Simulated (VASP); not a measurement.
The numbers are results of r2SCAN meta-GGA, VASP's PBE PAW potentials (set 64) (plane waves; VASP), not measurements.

Input for VASP

KPOINTS:
```
Regular mesh
0
gamma
4 4 6
```

### INCAR
```
SYSTEM = SnO2
PREC = Accurate
ENCUT = 530
EDIFF = 1E-6
NELM = 100
ALGO = Normal
LREAL = .FALSE.
LASPH = .TRUE.
ISMEAR = 0
SIGMA = 0.05
METAGGA = R2SCAN
LMIXTAU = .TRUE.
LMAXMIX = 4
LWAVE = .FALSE.
LCHARG = .FALSE.
IBRION = 2
ISIF = 3
NSW = 60
EDIFFG = -0.02
```

**POSCAR**
```
SnO2
1
    4.7703071296    -0.0000000000     0.0000000000
    0.0000000000     4.7703071296     0.0000000000
    0.0000000000     0.0000000000     3.2199587253
Sn O
2 4
Direct
  0.0000000000   0.0000000000   0.0000000000
  0.5000000000   0.5000000000   0.5000000000
  0.3063771169   0.3063771169   0.0000000000
  0.8063771169   0.1936228831   0.5000000000
  0.1936228831   0.8063771169   0.5000000000
  0.6936228831   0.6936228831   0.0000000000
```

POTCAR, in this order: Sn_d O (PBE.64 set). Program: vasp_std.

Output

**OUTCAR**
```
 ion  position               nearest neighbor table
   1  0.000  0.000  0.000-   3 2.07   6 2.07   5 2.07   4 2.07   4 2.07   5 2.07   2 3.74   2 3.74
                             2 3.74   2 3.74   2 3.74   2 3.74   2 3.74   2 3.74
   2  0.500  0.500  0.500-   4 2.07   5 2.07   3 2.07   6 2.07   3 2.07   6 2.07   1 3.74   1 3.74
                             1 3.74   1 3.74   1 3.74   1 3.74   1 3.74   1 3.74
   3  0.306  0.306  0.000-   1 2.07   2 2.07   2 2.07
   4  0.806  0.194  0.500-   2 2.07   1 2.07   1 2.07
   5  0.194  0.806  0.500-   2 2.07   1 2.07   1 2.07
   6  0.694  0.694  0.000-   1 2.07   2 2.07   2 2.07
  LATTYP: Found a simple tetragonal cell.
 ALAT       =     4.7703071296
 C/A-ratio  =     0.6750002962
 Subroutine PRICEL returns:
 Original cell was already a primitive cell.
 Subroutine GETGRP returns: Found 16 space group operations
The static configuration has the point symmetry D_2h.
 The point group associated with its full space group is D_4h.
The dynamic configuration has the point symmetry D_2h.
 Subroutine INISYM returns: Found 16 space group operations
 Subroutine IBZKPT returns following result:
 Found     24 irreducible k-points:

 Following reciprocal coordinates:
            Coordinates               Weight
  0.000000  0.000000  0.000000      1.000000
...
```

**OSZICAR**
```
       N       E                     dE             d eps       ncg     rms          rms(c)
DAV:   1     0.626212776355E+03    0.62621E+03   -0.27201E+04  1547   0.267E+03
DAV:   2    -0.331359052349E+01   -0.62953E+03   -0.61110E+03  1726   0.694E+02
DAV:   3    -0.986610802851E+02   -0.95347E+02   -0.93476E+02  1740   0.233E+02
DAV:   4    -0.103252064406E+03   -0.45910E+01   -0.45694E+01  1749   0.561E+01
DAV:   5    -0.103402572518E+03   -0.15051E+00   -0.15045E+00  1933   0.102E+01    0.156E+01
DAV:   6    -0.873604285840E+02    0.16042E+02   -0.16310E+01  2218   0.734E+01    0.679E+00
DAV:   7    -0.834997142354E+02    0.38607E+01   -0.25386E+00  2112   0.162E+01    0.325E+00
DAV:   8    -0.894527504285E+02   -0.59530E+01   -0.17094E+00  1710   0.120E+01    0.218E+00
DAV:   9    -0.846816467001E+02    0.47711E+01   -0.62986E-01  1560   0.702E+00    0.574E-01
DAV:  10    -0.846132090014E+02    0.68438E-01   -0.31804E-01  1805   0.429E+00    0.364E-01
DAV:  11    -0.846181034381E+02   -0.48944E-02   -0.24035E-02  1727   0.151E+00    0.283E-01
DAV:  12    -0.846175362788E+02    0.56716E-03   -0.70387E-03  2425   0.106E+00    0.875E-02
DAV:  13    -0.845962885104E+02    0.21248E-01   -0.68243E-03  1539   0.772E-01    0.428E-02
DAV:  14    -0.846292950894E+02   -0.33007E-01   -0.93942E-03  1718   0.989E-01    0.699E-02
DAV:  15    -0.846296019467E+02   -0.30686E-03   -0.39770E-04  1803   0.206E-01    0.533E-02
DAV:  16    -0.846297145777E+02   -0.11263E-03   -0.98221E-05  1738   0.965E-02    0.437E-02
DAV:  17    -0.846298095148E+02   -0.94937E-04   -0.35752E-05  1586   0.623E-02    0.125E-02
DAV:  18    -0.846298570344E+02   -0.47520E-04   -0.18564E-05  1811   0.518E-02    0.512E-03
DAV:  19    -0.846298484599E+02    0.85745E-05   -0.12364E-06  1192   0.170E-02    0.356E-03
DAV:  20    -0.846298584440E+02   -0.99840E-05   -0.38932E-06  1436   0.173E-02    0.245E-03
DAV:  21    -0.846298583618E+02    0.82106E-07   -0.27675E-07   926   0.550E-03
   1 F= -.84629858E+02 E0= -.84629858E+02  d E =-.846299E+02
       N       E                     dE             d eps       ncg     rms          rms(c)
DAV:   1    -0.846916915687E+02   -0.61833E-01   -0.17387E+00  1855   0.209E+01    0.175E+00
DAV:   2    -0.846406323590E+02    0.51059E-01   -0.15276E-01  2046   0.465E+00    0.648E-01
DAV:   3    -0.846295614249E+02    0.11071E-01   -0.22362E-02  2005   0.334E+00    0.200E-01
DAV:   4    -0.846279598387E+02    0.16016E-02   -0.58580E-03  2015   0.173E+00    0.456E-02
DAV:   5    -0.846290225566E+02   -0.10627E-02   -0.19498E-03  1559   0.437E-01    0.275E-02
DAV:   6    -0.846289786441E+02    0.43913E-04   -0.13945E-04  1653   0.109E-01    0.188E-02
DAV:   7    -0.846290694392E+02   -0.90795E-04   -0.56843E-05  1523   0.792E-02    0.147E-02
DAV:   8    -0.846290486574E+02    0.20782E-04   -0.35641E-05  1820   0.579E-02    0.956E-03
DAV:   9    -0.846290750729E+02   -0.26415E-04   -0.21474E-05  1572   0.390E-02    0.559E-04
DAV:  10    -0.846290767378E+02   -0.16650E-05   -0.15348E-06  1125   0.113E-02    0.821E-04
DAV:  11    -0.846290767429E+02   -0.50250E-08   -0.15048E-07   996   0.567E-03
   2 F= -.84629077E+02 E0= -.84629077E+02  d E =0.781619E-03
       N       E                     dE             d eps       ncg     rms          rms(c)
DAV:   1    -0.846499529659E+02   -0.20876E-01   -0.51712E-01  1855   0.117E+01    0.940E-01
DAV:   2    -0.846352810627E+02    0.14672E-01   -0.44919E-02  2046   0.249E+00    0.350E-01
DAV:   3    -0.846320258328E+02    0.32552E-02   -0.65854E-03  2013   0.176E+00    0.108E-01
DAV:   4    -0.846315942658E+02    0.43157E-03   -0.17299E-03  2006   0.927E-01    0.245E-02
DAV:   5    -0.846318349892E+02   -0.24072E-03   -0.58842E-04  1566   0.235E-01    0.152E-02
DAV:   6    -0.846317985758E+02    0.36413E-04   -0.40219E-05  1598   0.583E-02    0.105E-02
DAV:   7    -0.846318099417E+02   -0.11366E-04   -0.17140E-05  1516   0.432E-02    0.799E-03
DAV:   8    -0.846318033480E+02    0.65937E-05   -0.10623E-05  1471   0.315E-02    0.518E-03
DAV:   9    -0.846318122838E+02   -0.89358E-05   -0.57451E-06  1387   0.198E-02    0.407E-04
DAV:  10    -0.846318129085E+02   -0.62465E-06   -0.43180E-07  1031   0.614E-03
   3 F= -.84631813E+02 E0= -.84631813E+02  d E =-.195455E-02
       N       E                     dE             d eps       ncg     rms          rms(c)
DAV:   1    -0.846318187597E+02   -0.64759E-05   -0.14903E-04  1855   0.197E-01    0.159E-02
DAV:   2    -0.846318129522E+02    0.58075E-05   -0.13059E-05  2054   0.423E-02    0.594E-03
DAV:   3    -0.846318116043E+02    0.13479E-05   -0.13692E-06   779   0.301E-02    0.200E-03
DAV:   4    -0.846318118054E+02   -0.20113E-06   -0.74173E-07   835   0.141E-02
   4 F= -.84631812E+02 E0= -.84631812E+02  d E =-.195344E-02
       N       E                     dE             d eps       ncg     rms          rms(c)
DAV:   1    -0.846320270002E+02   -0.21540E-03   -0.13040E-01  1680   0.240E+00    0.117E-01
DAV:   2    -0.846321345764E+02   -0.10758E-03   -0.35632E-03  1828   0.442E-01    0.596E-02
DAV:   3    -0.846320919001E+02    0.42676E-04   -0.10932E-04  1686   0.123E-01    0.304E-02
DAV:   4    -0.846320237657E+02    0.68134E-04   -0.11526E-04  1725   0.117E-01    0.642E-03
DAV:   5    -0.846320719334E+02   -0.48168E-04   -0.95271E-05  1527   0.986E-02    0.396E-03
DAV:   6    -0.846321057782E+02   -0.33845E-04   -0.16131E-05  1530   0.352E-02    0.228E-03
DAV:   7    -0.846321051219E+02    0.65634E-06   -0.10561E-06  1157   0.111E-02
   5 F= -.84632105E+02 E0= -.84632105E+02  d E =-.293316E-03
```

File OUTCAR:
```
------------------------ aborting loop because EDIFF is reached ----------------------------------------
  FORCE on cell =-STRESS in cart. coord.  units (eV):
  Direction    XX          YY          ZZ          XY          YZ          ZX
  --------------------------------------------------------------------------------------
  Total        0.0305283      0.0305283     -0.0192054      0.0000000      0.0000000      0.0000000
  in kB        0.6714034      0.6714034     -0.4223799      0.0000000      0.0000000      0.0000000
  external PRESSURE =       0.3068089 kB  Pullay stress =       0.0000000 kB
  volume of cell :       72.85
      direct lattice vectors                 reciprocal lattice vectors
     4.765090655 -0.000000000  0.000000000     0.209859596  0.000000000  0.000000000
    -0.000000000  4.765090655  0.000000000     0.000000000  0.209859596  0.000000000
     0.000000000  0.000000000  3.208393998     0.000000000  0.000000000  0.311682418
 POSITION                                       TOTAL-FORCE (eV/Angst)
 -----------------------------------------------------------------------------------
      0.00000     -0.00000      0.00000         0.000000     -0.000000     -0.000000
      2.38255      2.38255      1.60420         0.000000     -0.000000     -0.000000
      1.45741      1.45741      3.20839         0.001523      0.001523     -0.000000
      3.83995      0.92514      1.60420         0.001523     -0.001523      0.000000
      0.92514      3.83995      1.60420        -0.001523      0.001523     -0.000000
      3.30768      3.30768      0.00000        -0.001523     -0.001523      0.000000
 -----------------------------------------------------------------------------------
    total drift:                                0.000000      0.000000     -0.000000
  FREE ENERGIE OF THE ION-ELECTRON SYSTEM (eV)
  ---------------------------------------------------
  free  energy   TOTEN  =       -84.6321051219 eV

  energy  without entropy=      -84.6321051219  energy(sigma->0) =      -84.63210512

 reached required accuracy - stopping structural energy minimisation
```
(Selected blocks of OUTCAR.)

CONTCAR:
```
SnO2
   1.00000000000000
     4.7650906554665964   -0.0000000000000000    0.0000000000000000
    -0.0000000000000000    4.7650906554665964    0.0000000000000000
     0.0000000000000000    0.0000000000000000    3.2083939981794960
  Sn              O
     2     4
Direct
     0.0000000000000000    0.0000000000000000    0.0000000000000000
     0.5000000000000000    0.5000000000000000    0.5000000000000000
     0.3058505962569653    0.3058505962569653    1.0000000000000000
     0.8058505962569653    0.1941494037430347    0.5000000000000000
     0.1941494037430347    0.8058505962569653    0.5000000000000000
     0.6941494037430347    0.6941494037430347    0.0000000000000000
```

### OUTCAR
```
 val. band max:        5.5059299349   @ k =   0.0000   0.0000   0.0000

 cond. band min:       7.2396333324   @ k =   0.0000   0.0000   0.0000


 Fermi energy:         5.7687199177

 k-point     1 :       0.0000    0.0000    0.0000
  band No.  band energies     occupation
      1     -16.2232      2.00000
      2     -15.3157      2.00000
      3     -15.0313      2.00000
      4     -15.0313      2.00000
      5     -15.0100      2.00000
      6     -14.9721      2.00000
      7     -14.8670      2.00000
      8     -14.7840      2.00000
      9     -14.7472      2.00000
     10     -14.7472      2.00000
     11     -14.1550      2.00000
     12     -12.5140      2.00000
     13     -12.5140      2.00000
     14     -10.5575      2.00000
     15      -2.5294      2.00000
     16       1.4910      2.00000
     17       1.4910      2.00000
     18       1.6025      2.00000
     19       2.3916      2.00000
     20       3.5354      2.00000
     21       3.6138      2.00000
     22       4.2824      2.00000
     23       4.2824      2.00000
     24       4.7346      2.00000
     25       4.7346      2.00000
     26       5.5059      2.00000
     27       7.2396      0.00000
     28      12.2642      0.00000
     29      12.5187      0.00000
     30      12.5187      0.00000
     31      16.5884      0.00000

 k-point     2 :       0.2500    0.0000    0.0000
  band No.  band energies     occupation
      1     -16.1188      2.00000
      2     -15.4603      2.00000
      3     -15.0289      2.00000
      4     -15.0282      2.00000
      5     -15.0280      2.00000
      6     -15.0141      2.00000
      7     -14.8535      2.00000
      8     -14.7946      2.00000
      9     -14.7512      2.00000
     10     -14.7510      2.00000
     11     -13.9893      2.00000
     12     -12.8451      2.00000
     13     -12.1247      2.00000
     14     -10.7478      2.00000
     15      -2.1222      2.00000
     16       0.5567      2.00000
     17       1.7872      2.00000
...
```

Unless said otherwise, spin-orbit coupling is left out, though it shifts the bands of the heavy elements here.

The compound is SnO2 in the rutile structure. This run relaxes it. Symmetry was kept, so distortions that lower it aren't found. The start is the result of an earlier pass.
